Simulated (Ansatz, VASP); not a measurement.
# Cross-check of NaSe between VASP and Ansatz

Wanted: the spread between two codes on one cell, functional and k mesh. The cell is taken from a series of runs on this material, whose earlier steps may have relaxed, scaled, displaced or heated it; both programs get it as it stands.

Method: plane waves, with VASP 6.6.1 beside it; PBEsol, in Ansatz 0.2.0.

### Step 1. The structure

It takes space group Pnma (No. 62, orthorhombic). The conventional cell has a = 9.014 Å, b = 3.516 Å, c = 5.891 Å, α = 90.00°, β = 90.00°, γ = 90.00°. Na has 6 Se at 2.97 to 3.04 Å nearest. Se has 2 Se at 2.85 Å and 6 Na at 2.97 to 3.04 Å nearest. Farther neighbours and most contacts between anions are not listed.

Coordinates:

```cif
data_structure
_symmetry_space_group_name_H-M 'Pnma'
_symmetry_Int_Tables_number 62
_cell_length_a 9.0137
_cell_length_b 3.5162
_cell_length_c 5.8905
_cell_angle_alpha 90.000
_cell_angle_beta 90.000
_cell_angle_gamma 90.000
_cell_volume 186.69
loop_
_atom_site_label
_atom_site_type_symbol
_atom_site_symmetry_multiplicity
_atom_site_Wyckoff_symbol
_atom_site_fract_x
_atom_site_fract_y
_atom_site_fract_z
_atom_site_occupancy
Na1 Na 4 c 0.84440 0.75000 0.64973 1
Se1 Se 4 c 0.92430 0.75000 0.15131 1
```

### Step 2. VASP: relaxation of cell and atoms, PBEsol

The relaxed volume is the usual yardstick between codes: in a stiff, nearly cubic crystal its relative difference is about their pressure difference at one cell divided by the bulk modulus.

Lines of VASP's logs that name or quote its potential files are left out, and so is its time.

File INCAR:

```
SYSTEM = NaSe
PREC = Accurate
ENCUT = 500
EDIFF = 1E-07
NELM = 120
ISMEAR = 0
SIGMA = 0.15
LREAL = .FALSE.
ALGO = Normal
GGA = PS
NBANDS = 34
LORBIT = 11
LWAVE = .FALSE.
LCHARG = .FALSE.
ISIF = 3
IBRION = 2
NSW = 80
EDIFFG = -0.005
LASPH = .TRUE.
GGA_COMPAT = .FALSE.
NELMIN = 4
KPAR = 2
```

File POSCAR:

```
NaSe
1.0
    9.0136780000      0.0000000000      0.0000000000
    0.0000000000      3.5161690000      0.0000000000
    0.0000000000      0.0000000000      5.8905480000
Na Se
4 4
Direct
    0.8444044706      0.7500000000      0.6497347955
    0.3444044706      0.7500000000      0.8502653743
    0.1555955294      0.2500000000      0.3502653743
    0.6555955294      0.2500000000      0.1497347955
    0.9243037637      0.7500000000      0.1513051927
    0.4243037637      0.7500000000      0.3486949771
    0.0756962363      0.2500000000      0.8486949771
    0.5756962363      0.2500000000      0.6513051927
```

File KPOINTS:

```
Automatic mesh
0
Gamma
4 10 6
0 0 0
```

PAW data sets: Na_pv and Se (PBE family, release 64).

On the command line:

```bash
$ mpirun -np 2 vasp_std
```

Numbers of over 12 decimals in the logs are rounded to 6 here.

The log of the run:

```text
[banner, memory and clock lines left out]
running    2 mpi-ranks, on    1 nodes
 distrk:  each k-point on    1 cores,    2 groups
 distr:  one band on    1 cores,    1 groups

 POSCAR found type information on POSCAR NaSe
 POSCAR found :  2 types and       8 ions
|                                                                             |
|               ----> ADVICE to this user running VASP <----                  |
|                                                                             |
|     You enforced a specific xc type in the INCAR file but a different       |
|     [... a line on the potential file left out ...]
|     I HOPE YOU KNOW WHAT YOU ARE DOING!                                     |
|                                                                             |

 LDA part: xc-table for (Slater+PW92), standard interpolation
 POSCAR, INCAR and KPOINTS ok, starting setup
 FFT: planning ... GRIDC
 FFT: planning ... GRID_SOFT
 FFT: planning ... GRID
 WAVECAR not read
 entering main loop
       N       E                     dE             d eps       ncg     rms          rms(c)
DAV:   1     0.475780253177E+03    0.47578E+03   -0.24214E+04  4896   0.151E+03
DAV:   2     0.302803380302E+02   -0.44550E+03   -0.43200E+03  5122   0.391E+02
DAV:   3    -0.234572426539E+02   -0.53738E+02   -0.52511E+02  6114   0.141E+02
DAV:   4    -0.258879560801E+02   -0.24307E+01   -0.23994E+01  5474   0.282E+01
DAV:   5    -0.259439912109E+02   -0.56035E-01   -0.55941E-01  6162   0.462E+00    0.462E+00
DAV:   6    -0.256548516894E+02    0.28914E+00   -0.31424E-01  6188   0.328E+00    0.281E+00
DAV:   7    -0.255811362659E+02    0.73715E-01   -0.29898E-01  6298   0.273E+00    0.605E-01
DAV:   8    -0.255797041871E+02    0.14321E-02   -0.25126E-02  5388   0.113E+00    0.121E-01
DAV:   9    -0.255796771151E+02    0.27072E-04   -0.10812E-03  6038   0.254E-01    0.680E-02
DAV:  10    -0.255797909656E+02   -0.11385E-03   -0.20732E-04  5388   0.855E-02    0.234E-02
DAV:  11    -0.255797907652E+02    0.20039E-06   -0.18406E-05  6056   0.279E-02    0.889E-03
DAV:  12    -0.255797912119E+02   -0.44664E-06   -0.65839E-06  5810   0.118E-02    0.229E-03
DAV:  13    -0.255797907879E+02    0.42393E-06   -0.90680E-07  5436   0.543E-03    0.551E-04
DAV:  14    -0.255797908179E+02   -0.29965E-07   -0.29837E-08  3118   0.102E-03
   1 F= -.25579791E+02 E0= -.25558125E+02  d E =-.255798E+02
[...]
2 F= -.25580041E+02 E0= -.25558352E+02  d E =-.250453E-03
[...]
3 F= -.25580351E+02 E0= -.25558596E+02  d E =-.560051E-03
[...]
4 F= -.25580390E+02 E0= -.25558648E+02  d E =-.394032E-04
 trial-energy change:   -0.000039  1 .order   -0.000040   -0.000046   -0.000033
 step:   5.4746(harm=  5.4746)  dis= 0.00285  next Energy=   -25.580431 (dE=-0.801E-04)
 bond charge predicted
       N       E                     dE             d eps       ncg     rms          rms(c)
DAV:   1    -0.255805374423E+02   -0.14710E-03   -0.24177E-02  4984   0.954E-01    0.101E-01
DAV:   2    -0.255804931234E+02    0.44319E-04   -0.11026E-03  5688   0.203E-01    0.547E-02
DAV:   3    -0.255804386252E+02    0.54498E-04   -0.72539E-05  5802   0.628E-02    0.224E-02
DAV:   4    -0.255804303726E+02    0.82527E-05   -0.93894E-06  5692   0.186E-02    0.613E-03
DAV:   5    -0.255804299655E+02    0.40711E-06   -0.13457E-06  5572   0.837E-03    0.133E-03
DAV:   6    -0.255804300093E+02   -0.43807E-07   -0.60809E-08  2820   0.171E-03
   5 F= -.25580430E+02 E0= -.25558720E+02  d E =-.791406E-04
 curvature:  -3.01 expect dE=-0.213E-04 dE for cont linesearch -0.935E-10
 trial: gam= 0.23454 g(F)=  0.575E-05 g(S)=  0.132E-05 ort = 0.316E-07 (trialstep = 0.236E+01)
 search vector abs. value=  0.886E-05
 reached required accuracy - stopping structural energy minimisation
```

From OUTCAR (step 2):

```text
ion  position               nearest neighbor table
   1  0.844  0.750  0.650-
   2  0.344  0.750  0.850-
   3  0.156  0.250  0.350-
   4  0.656  0.250  0.150-
   5  0.924  0.750  0.151-
   6  0.424  0.750  0.349-
   7  0.076  0.250  0.849-
   8  0.576  0.250  0.651-

  LATTYP: Found a simple orthorhombic cell.
 ALAT       =     3.5161690000
 B/A-ratio  =     1.6752744251
 C/A-ratio  =     2.5634939618

 Subroutine GETGRP returns: Found  8 space group operations
 (whereof  2 operations were pure point group operations)

The static configuration has the point symmetry S_2 .
 The point group associated with its full space group is D_2h.

 Found     72 irreducible k-points:

   k-points           NKPTS =     72   k-points in BZ     NKDIM =     72   number of bands    NBANDS=     34

   dimension x,y,z NGX =    70 NGY =   28 NGZ =   48
   dimension x,y,z NGXF=   140 NGYF=   56 NGZF=   96

   ENCUT  =  500.0 eV  36.75 Ry    6.06 a.u.  16.43  6.41 10.74*2*pi/ulx,y,z

   NELECT =      52.0000    total number of electrons

 k-points in reciprocal lattice and weights: Automatic mesh
   0.00000000  0.00000000  0.00000000       0.004
   0.25000000  0.00000000  0.00000000       0.008
   0.50000000  0.00000000  0.00000000       0.004
   0.00000000  0.10000000  0.00000000       0.008
   0.25000000  0.10000000  0.00000000       0.017
   0.50000000  0.10000000  0.00000000       0.008
   0.00000000  0.20000000  0.00000000       0.008
   0.25000000  0.20000000  0.00000000       0.017
   0.50000000  0.20000000  0.00000000       0.008
[...]
0.25000000  0.50000000  0.50000000       0.008
   0.50000000  0.50000000  0.50000000       0.004

 average (electrostatic) potential at core
       1 -46.9266       2 -46.9267       3 -46.9267       4 -46.9266       5 -55.7379
       6 -55.7379       7 -55.7379       8 -55.7379

 E-fermi :   2.2258

 k-point     1 :       0.0000    0.0000    0.0000
  band No.  band energies     occupation
    ...
     21      -0.1071      2.00000
     22       0.6079      2.00000
     23       1.0238      2.00000
     24       1.1250      2.00000
     25       2.2031      1.16921
     26       2.3184      0.38255
     27       3.2213      0.00000
     28       3.3528      0.00000
     29       4.3350      0.00000
     30       6.1926      0.00000
    ...

 k-point     2 :       0.2500    0.0000    0.0000
  band No.  band energies     occupation
    ...
     22       0.4698      2.00000
     23       1.0378      2.00000
     24       1.1093      2.00000
     25       2.0955      1.78075
     26       2.1087      1.73038
     27       3.2417      0.00000
     28       3.3346      0.00000
     29       4.7519      0.00000
     30       6.3514      0.00000
     31       6.5602      0.00000
    ...

 k-point     3 :       0.5000    0.0000    0.0000
  band No.  band energies     occupation
    ...
     22       0.2216      2.00000
     23       1.0727      2.00000
     24       1.0727      2.00000
     25       1.9568      1.98880
     26       1.9568      1.98880
     27       3.2893      0.00000
     28       3.2893      0.00000
     29       5.5732      0.00000
     30       5.5732      0.00000
     31       7.2030      0.00000
    ...

  Total        0.0041731     -0.0128571      0.0060722      0.0000000      0.0000000      0.0000000
  in kB        0.0358297     -0.1103894      0.0521356      0.0000000      0.0000000      0.0000000
  external PRESSURE =      -0.0074747 kB  Pullay stress =       0.0000000 kB

  energy-cutoff  :      500.00
  volume of cell :      186.61
      direct lattice vectors                 reciprocal lattice vectors
     8.970724268  0.000000000  0.000000000     0.111473719  0.000000000  0.000000000
     0.000000000  3.524231179 -0.000000000     0.000000000  0.283749831 -0.000000000
     0.000000000  0.000000000  5.902456887     0.000000000  0.000000000  0.169420975

 POSITION                                       TOTAL-FORCE (eV/Angst)
 -----------------------------------------------------------------------------------
      7.57580      2.64317      3.83426        -0.004322     -0.000000     -0.002067
      3.09044      2.64317      5.01943        -0.004322      0.000000      0.002067
      1.39493      0.88106      2.06820         0.004322      0.000000      0.002067
      5.88029      0.88106      0.88303         0.004322     -0.000000     -0.002067
      8.29393      2.64317      0.89619         0.001023      0.000000      0.002404
      3.80857      2.64317      2.05504         0.001023     -0.000000     -0.002404
      0.67679      0.88106      5.00627        -0.001023     -0.000000     -0.002404
      5.16215      0.88106      3.84742        -0.001023      0.000000      0.002404
 -----------------------------------------------------------------------------------
    total drift:                                0.000000      0.000000     -0.000298

  FREE ENERGIE OF THE ION-ELECTRON SYSTEM (eV)
  ---------------------------------------------------
  free  energy   TOTEN  =       -25.5804300093 eV

  energy  without entropy=      -25.5370092437  energy(sigma->0) =      -25.55871963

 reached required accuracy - stopping structural energy minimisation

 total charge
# of ion       s       p       d       tot
------------------------------------------
    1        0.062   5.987   0.000   6.049
    2        0.062   5.987   0.000   6.049
    3        0.062   5.987   0.000   6.049
    4        0.062   5.987   0.000   6.049
    5        1.482   2.248   0.020   3.751
    6        1.482   2.248   0.020   3.751
    7        1.482   2.248   0.020   3.751
    8        1.482   2.248   0.020   3.751
--------------------------------------------------
tot          6.178  32.942   0.080  39.200

[... 3 further parts left out ...]
```

(Continued in part 2 of 2.)

[Lines on the potential files, build, host, timing and source positions are cut from VASP's logs without a mark.]

[Logs are printed without paths, hosts, clocks, repeated set-up lines and the standing remarks that a program may print on its own settings, such as how far it seeks lower states.]

[Hosts, paths, dates, database ids (printed as entryN), source tags and the programs' standing remarks are cut or masked in the printed files.]
